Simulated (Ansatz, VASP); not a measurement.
## LaTl: VASP beside Ansatz

```
La Tl
1.0
     3.90958    0.00000    0.00000
     0.00000    3.90958    0.00000
     0.00000    0.00000    3.90958
La Tl
1 1
Direct
  0.00000 0.00000 0.00000
  0.50000 0.50000 0.50000
```

Change from the starting cell: volume scaled by 0.98.

Alike in both runs: task single point; functional PBEsol; k mesh 10 × 10 × 10; occupations fermi-dirac, width 0.05 eV; no spin polarisation.

```csv
,VASP,Ansatz
version,VASP 6.6.1,Ansatz 0.2.0
potentials or method,"VASP PAW PBE potentials, release 64 (La, Tl_d), cutoff 520 eV","all-electron LAPW, scalar-relativistic"
```

```tsv
	VASP	Ansatz	Ansatz less VASP
pressure (GPa)	0.3	0.4	+0.10
```

Ansatz ran all-electron here, so the differences hold the error of VASP's frozen core and of both bases.

Caveats: the PAW data sets were made with another functional, which shifts forces and pressure a little (VASP). The runs have no spin-orbit coupling, so splittings on La, Tl are missing.
